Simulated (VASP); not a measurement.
# Lattice of CaMn2Bi2 across functionals and dispersion corrections, part 2 of 2

Aim: relax CaMn2Bi2 at several levels and hold each cell against experiment. The start is a computed cell from the Materials Project.

VASP 6.6.1, plane waves and PAW; the level of theory is named at each step.

Still holding for the runs below: The magnetic order is the lowest of the few collinear ones that converged above; longer or canted patterns were not tried.

So far. Step 8 (Relaxation with LDA): It ends with a largest force of 0.008 eV/Å and a pressure of 0.01 GPa. The conventional cell has a = 4.291 and c = 7.621 Å. The largest moment is 3.37 μB. Step 9 (Relaxation with PBEsol): It ends at 26.07 Å³/atom, -9.0 % from the start, with -0.01 GPa left. The conventional cell has a = 4.458 and c = 7.575 Å. The largest moment is 3.81 μB.

## (10) Relaxation with PBE

This step: PBE, spin-polarised from an antiferromagnetic start; plane waves and PAW (Ca_sv, Mn_pv, Bi_d) (VASP 6.6.1).

PBE, the usual starting point, adds the gradient of the density.

File INCAR:

```
SYSTEM = CaMn2Bi2
PREC = Accurate
ENCUT = 520
EDIFF = 1E-06
NELM = 100
ISMEAR = -1
SIGMA = 0.05
LREAL = .FALSE.
ALGO = Normal
GGA = PE
NBANDS = 43
ISPIN = 2
MAGMOM = 0 3.9 -3.9 -0 0
LASPH = .TRUE.
LMAXMIX = 4
LORBIT = 11
LWAVE = .FALSE.
LCHARG = .FALSE.
KPAR = 8
IBRION = 2
NSW = 60
ISIF = 3
EDIFFG = -0.01
```

File POSCAR:

```
CaMn2Bi2
1.0
    4.6263818529      0.0000000000      0.0000000000
   -2.3131909265      4.0065642123      0.0000000000
    0.0000000000      0.0000000000      7.7287920000
Ca Mn Bi
1 2 2
Direct
    0.0000000000      0.0000000000      0.0000000000
    0.6666666700      0.3333333300      0.6207350000
    0.3333333300      0.6666666700      0.3792650000
    0.6666666700      0.3333333300      0.2488090000
    0.3333333300      0.6666666700      0.7511910000
```

File KPOINTS:

```
Automatic mesh
0
Gamma
7 7 4
0 0 0
```

Potentials, in the order of the species: Ca_sv, Mn_pv and Bi_d (PBE family, release 64).

The run is started by

```
$ mpirun -np 8 vasp_std
```

The job ended after 8.1 min (8 MPI ranks of AMD EPYC 7R13 (Zen 3), shared host; peak memory 4.2 GiB).

The steps of the relaxation:

| step | energy less that of the first step (eV) | largest force (eV/Å) | pressure (GPa) | volume (Å³) |
| --- | --- | --- | --- | --- |
| 1 | 0.0000 | 0.3752 | -1.33 | 143.26 |
| 2 | -0.0507 | 0.1900 | 0.08 | 138.38 |
| 3 | -0.0513 | 0.1612 | 0.26 | 137.84 |
| 4 | -0.0543 | 0.1047 | 0.11 | 138.51 |
| 5 | -0.0552 | 0.0450 | -0.07 | 139.20 |
| 6 | -0.0579 | 0.0468 | -0.12 | 139.42 |
| 7 | -0.0611 | 0.0504 | -0.37 | 140.05 |
| 8 | -0.0630 | 0.0248 | -0.13 | 139.12 |
| 9 | -0.0632 | 0.0139 | -0.02 | 138.71 |
| 10 | -0.0633 | 0.0167 | 0.01 | 138.70 |
| 11 | -0.0633 | 0.0195 | 0.01 | 138.69 |
| 12 | -0.0634 | 0.0091 | -0.01 | 138.73 |

| conventional cell, symmetrised | before | after | change |
| --- | --- | --- | --- |
| a (Å) | 4.626 | 4.572 | -1.2 % |
| b (Å) | 4.626 | 4.572 | -1.2 % |
| c (Å) | 7.729 | 7.664 | -0.8 % |
| volume (Å³/atom) | 28.65 | 27.75 | -3.2 % |

The atoms that moved most (Å, as changes of fractional coordinates times the final cell):

| atom | dx | dy | dz | length |
| --- | --- | --- | --- | --- |
| Mn2 | 0.000 | 0.000 | -0.089 | 0.089 |
| Mn3 | 0.000 | 0.000 | 0.089 | 0.089 |
| Bi5 | 0.000 | 0.000 | -0.023 | 0.023 |
| Bi4 | 0.000 | 0.000 | 0.023 | 0.023 |

Final coordinates:

```
Ca Mn Bi
1.0
     4.57190    0.00000    0.00000
    -2.28595    3.95938    0.00000
     0.00000    0.00000    7.66372
Ca Mn Bi
1 2 2
Direct
  0.00000 0.00000 0.00000
  0.66667 0.33333 0.60916
  0.33333 0.66667 0.39084
  0.66667 0.33333 0.25186
  0.33333 0.66667 0.74814
```

Spin moment in the PAW sphere by atom:

| atom | spin moment in the PAW sphere (μB) |
| --- | --- |
| Ca1 | 0.00 |
| Mn2 | 3.94 |
| Mn3 | -3.94 |
| Bi4 | 0.01 |
| Bi5 | -0.01 |

It ends at 27.75 Å³/atom, -3.2 % from the start, with -0.01 GPa left. The conventional cell has a = 4.572 and c = 7.664 Å. The largest moment is 3.94 μB.

## (11) Relaxation with r2SCAN

This step: r2SCAN, spin-polarised from an antiferromagnetic start; plane waves and PAW (Ca_sv, Mn_pv, Bi_d) (VASP 6.6.1).

r2SCAN adds the kinetic-energy density, costs more than a GGA and is run with LASPH.

Edit INCAR of step 10 so:

```diff
@@ -9,3 +9,4 @@
 ALGO = Normal
-GGA = PE
+METAGGA = R2SCAN
+LASPH = .TRUE.
 NBANDS = 43
@@ -13,3 +14,2 @@
 MAGMOM = 0 3.9 -3.9 -0 0
-LASPH = .TRUE.
 LMAXMIX = 4
```

POSCAR is that of step 10.

KPOINTS is that of step 10.

The run is started by

```
$ mpirun -np 8 vasp_std
```

The job ended after 22 min (8 MPI ranks; peak memory 4.4 GiB).

The steps of the relaxation:

| step | energy less that of the first step (eV) | largest force (eV/Å) | pressure (GPa) | volume (Å³) |
| --- | --- | --- | --- | --- |
| 1 | 0.0000 | 0.2114 | -0.67 | 143.26 |
| 2 | -0.0188 | 0.0844 | 0.12 | 140.78 |
| 3 | -0.0189 | 0.0736 | 0.18 | 140.60 |
| 4 | -0.0189 | 0.0703 | 0.20 | 140.55 |
| 5 | -0.0198 | 0.0341 | 0.01 | 141.12 |
| 6 | -0.0197 | 0.0279 | -0.05 | 141.34 |
| 7 | -0.0198 | 0.0281 | -0.03 | 141.23 |
| 8 | -0.0200 | 0.0198 | -0.03 | 141.22 |
| 9 | -0.0201 | 0.0135 | -0.05 | 141.21 |
| 10 | -0.0201 | 0.0126 | -0.05 | 141.21 |
| 11 | -0.0202 | 0.0018 | 0.03 | 140.95 |

| conventional cell, symmetrised | before | after | change |
| --- | --- | --- | --- |
| a (Å) | 4.626 | 4.627 | +0.0 % |
| b (Å) | 4.626 | 4.627 | +0.0 % |
| c (Å) | 7.729 | 7.601 | -1.7 % |
| volume (Å³/atom) | 28.65 | 28.19 | -1.6 % |

The atoms that moved most (Å, as changes of fractional coordinates times the final cell):

| atom | dx | dy | dz | length |
| --- | --- | --- | --- | --- |
| Mn2 | 0.000 | 0.000 | -0.024 | 0.024 |
| Mn3 | 0.000 | 0.000 | 0.024 | 0.024 |

Final coordinates:

```
Ca Mn Bi
1.0
     4.62745    0.00000    0.00000
    -2.31372    4.00749    0.00000
     0.00000    0.00000    7.60069
Ca Mn Bi
1 2 2
Direct
  0.00000 0.00000 0.00000
  0.66667 0.33333 0.61757
  0.33333 0.66667 0.38243
  0.66667 0.33333 0.24924
  0.33333 0.66667 0.75076
```

It ends at 28.19 Å³/atom, -1.6 % from the start, with 0.03 GPa left. The conventional cell has a = 4.627 and c = 7.601 Å. The largest moment is 4.29 μB.

## (12) Relaxation with PBE + D3(BJ)

This step: PBE with D3(BJ), spin-polarised from an antiferromagnetic start; plane waves and PAW (Ca_sv, Mn_pv, Bi_d) (VASP 6.6.1).

A dispersion term adds the long-range attraction that semilocal functionals lack. D3 with Becke-Johnson damping keeps a finite attraction at short range.

Edit INCAR of step 11 so:

```diff
@@ -9,4 +9,4 @@
 ALGO = Normal
-METAGGA = R2SCAN
-LASPH = .TRUE.
+GGA = PE
+IVDW = 12
 NBANDS = 43
@@ -14,2 +14,3 @@
 MAGMOM = 0 3.9 -3.9 -0 0
+LASPH = .TRUE.
 LMAXMIX = 4
```

POSCAR is that of step 11.

KPOINTS is that of step 11.

The run is started by

```
$ mpirun -np 8 vasp_std
```

It took 14 min on 8 MPI ranks; peak memory 4.4 GiB; 1.9 h of CPU time.

It ends at 26.01 Å³/atom, -9.2 % from the start, with 0.00 GPa left. The conventional cell has a = 4.461 and c = 7.545 Å. The largest moment is 3.84 μB. Against plain PBE, the dispersion term moves a by -2.4 % and c by -1.5 %.

## (13) Relaxation with r2SCAN + rVV10

This step: r2SCAN with rVV10, spin-polarised from an antiferromagnetic start; plane waves and PAW (Ca_sv, Mn_pv, Bi_d) (VASP 6.6.1).

LUSE_VDW switches on a nonlocal correlation term for dispersion.

Edit INCAR of step 12 so:

```diff
@@ -9,4 +9,8 @@
 ALGO = Normal
-GGA = PE
-IVDW = 12
+METAGGA = R2SCAN
+LUSE_VDW = .TRUE.
+IVDW_NL = 2
+BPARAM = 11.95
+CPARAM = 0.0093
+LASPH = .TRUE.
 NBANDS = 43
@@ -14,3 +18,2 @@
 MAGMOM = 0 3.9 -3.9 -0 0
-LASPH = .TRUE.
 LMAXMIX = 4
```

POSCAR is that of step 12.

KPOINTS is that of step 12.

The run is started by

```
$ mpirun -np 8 vasp_std
```

Elapsed: 26 min, on 8 MPI ranks; peak memory 6.7 GiB.

It ends at 27.75 Å³/atom, -3.2 % from the start, with -0.01 GPa left. The conventional cell has a = 4.605 and c = 7.554 Å. The largest moment is 4.27 μB. Against plain r2SCAN, the dispersion term moves a by -0.5 % and c by -0.6 %.

## (14) Relaxation with PBE + TS

This step: PBE with TS, spin-polarised from an antiferromagnetic start; plane waves and PAW (Ca_sv, Mn_pv, Bi_d) (VASP 6.6.1).

The Tkatchenko-Scheffler scheme scales free-atom polarisabilities by Hirshfeld volumes.

Edit INCAR of step 13 so:

```diff
@@ -9,8 +9,4 @@
 ALGO = Normal
-METAGGA = R2SCAN
-LUSE_VDW = .TRUE.
-IVDW_NL = 2
-BPARAM = 11.95
-CPARAM = 0.0093
-LASPH = .TRUE.
+GGA = PE
+IVDW = 20
 NBANDS = 43
@@ -18,2 +14,3 @@
 MAGMOM = 0 3.9 -3.9 -0 0
+LASPH = .TRUE.
 LMAXMIX = 4
```

POSCAR is that of step 13.

KPOINTS is that of step 13.

The run is started by

```
$ mpirun -np 8 vasp_std
```

Run time: 16 min. Hardware: 8 MPI ranks; peak memory 4.3 GiB.

Plain TS starts from free neutral atoms, whose polarisability is far too large for alkali and alkaline-earth ions, so it can overbind such cells badly.

It ends at 25.83 Å³/atom, -9.8 % from the start, with 0.00 GPa left. The conventional cell has a = 4.399 and c = 7.706 Å. The largest moment is 3.78 μB. Against plain PBE, the dispersion term moves a by -3.8 % and c by +0.6 %.

## (15) Relaxation with revPBE + D3(BJ)

This step: revPBE with D3(BJ), spin-polarised from an antiferromagnetic start; plane waves and PAW (Ca_sv, Mn_pv, Bi_d) (VASP 6.6.1).

revPBE by itself binds more weakly than PBE and expands cells; dispersion terms fitted to it are the larger for that.

Edit INCAR of step 14 so:

```diff
@@ -9,4 +9,4 @@
 ALGO = Normal
-GGA = PE
-IVDW = 20
+GGA = RE
+IVDW = 12
 NBANDS = 43
```

POSCAR is that of step 14.

KPOINTS is that of step 14.

The run is started by

```
$ mpirun -np 8 vasp_std
```

Elapsed: 9.3 min, on 8 MPI ranks; peak memory 4.3 GiB.

It ends at 25.53 Å³/atom, -10.9 % from the start, with -0.01 GPa left. The conventional cell has a = 4.429 and c = 7.513 Å. The largest moment is 3.85 μB.

## (16) The cells as a table

This step: relaxed cells at several levels; plane waves and PAW (VASP 6.6.1).

This step runs nothing: it gathers the runs above.

Lengths are those of the conventional cell; cost is the wall time of each run, as given at its step, times its ranks, without the set-up around it. Results by level, by row:

| level | volume (Å³/atom) | change from the start (%) | a (Å) | c (Å) | largest site moment (μB) | cost (core minutes) |
| --- | --- | --- | --- | --- | --- | --- |
| LDA | 24.3 | -15.2 | 4.291 | 7.621 | 3.374 | 102 |
| PBEsol | 26.07 | -9 | 4.458 | 7.575 | 3.81 | 73.2 |
| PBE | 27.75 | -3.2 | 4.572 | 7.664 | 3.944 | 64.9 |
| r2SCAN | 28.19 | -1.6 | 4.627 | 7.601 | 4.287 | 174 |
| PBE + D3(BJ) | 26.01 | -9.2 | 4.461 | 7.545 | 3.841 | 114 |
| r2SCAN + rVV10 | 27.75 | -3.2 | 4.605 | 7.554 | 4.273 | 206 |
| PBE + TS | 25.83 | -9.8 | 4.399 | 7.706 | 3.783 | 125 |
| revPBE + D3(BJ) | 25.53 | -10.9 | 4.429 | 7.513 | 3.851 | 74.4 |

## (17) Outcome

| Item | Value |
| --- | --- |
| volume, LDA | 24.30 Å³/atom |
| volume, PBEsol | 26.07 Å³/atom |
| volume, PBE | 27.75 Å³/atom |
| volume, r2SCAN | 28.19 Å³/atom |
| volume, PBE + D3(BJ) | 26.01 Å³/atom |
| volume, r2SCAN + rVV10 | 27.75 Å³/atom |
| volume, PBE + TS | 25.83 Å³/atom |
| volume, revPBE + D3(BJ) | 25.53 Å³/atom |

**Reading.** For CaMn2Bi2 the levels give volumes between 24.30 Å³/atom (LDA) and 28.19 Å³/atom (r2SCAN), a spread of 16.0 %, while the cost of the finished runs spans a factor of 3.2. Within 1 % of experiment on every length: r2SCAN and r2SCAN + rVV10. The nearest is r2SCAN. Thermal and zero-point expansion, often some tenths of a per cent in length, bear on this order (less where the cell was measured cold): with the measured lengths lowered by an assumed 0.4 % the nearest is still r2SCAN. The costs hold the number of ionic steps as well as the price of the functional. The closing table has room for seven levels; PBE + TS stands in the table of levels alone. Adding D3(BJ) to PBE changes the volume by -6.2 % (a by -2.4 % and c by -1.5 %). Adding rVV10 to r2SCAN changes the volume by -1.6 % (a by -0.5 % and c by -0.6 %). Adding TS to PBE changes the volume by -6.9 % (a by -3.8 % and c by +0.6 %). Plain TS (PBE + TS) starts from free neutral atoms, far too polarisable for alkali and alkaline-earth ions, and can overbind such cells badly. Within 0.02 Å all end in space group P-3m1; the runs can't lower the symmetry of the start. Only a few collinear orders were tried, on the cell as listed. Spin-orbit coupling is left out. The largest site moment differs between levels, from 3.37 μB (LDA) to 4.29 μB (r2SCAN); larger moments and larger volumes go together in magnets, so the two can't be judged apart. Each is a single relaxation on the plane waves of the start cell, so larger changes of volume carry a basis-set error that was not tested here.

Computed beside measured:

```
              quantity  measured             LDA          PBEsol             PBE          r2SCAN    PBE + D3(BJ)  r2SCAN + rVV10  revPBE + D3(BJ)
lattice constant a (Å)     4.629  4.291 (-7.3 %)  4.458 (-3.7 %)  4.572 (-1.2 %)  4.627 (-0.0 %)  4.461 (-3.6 %)  4.605 (-0.5 %)   4.429 (-4.3 %)
lattice constant c (Å)     7.628  7.621 (-0.1 %)  7.575 (-0.7 %)  7.664 (+0.5 %)  7.601 (-0.4 %)  7.545 (-1.1 %)  7.554 (-1.0 %)   7.513 (-1.5 %)
```

Measured values from arxiv:1907.07203 (2019).

How well it matches: For the lattice constant a, of the levels listed nearest comes r2SCAN (-0.0 %) and farthest LDA (-7.3 %). For the lattice constant c, of the levels listed nearest comes LDA (-0.1 %) and farthest revPBE + D3(BJ) (-1.5 %). The order used has no net moment, like the sample's, but its pattern may differ, so the match is not graded. For lattice constants the calculation has a static lattice, without zero-point motion or thermal expansion (measured at up to 296 K).

[Lines on the potential files, build, host, timing and source positions are cut from VASP's logs without a mark.]

[Logs are printed without paths, hosts, clocks, repeated set-up lines and the standing remarks that a program may print on its own settings, such as how far it seeks lower states.]

[Hosts, paths, dates, database ids (printed as entryN), source tags and the programs' standing remarks are cut or masked in the printed files.]

[A measured line is paired with the nearest computed mode of its activity, which favours agreement.]

[In band tables of VASP the shares of atoms and orbitals are scaled to a sum of 1 inside the atoms' spheres.]
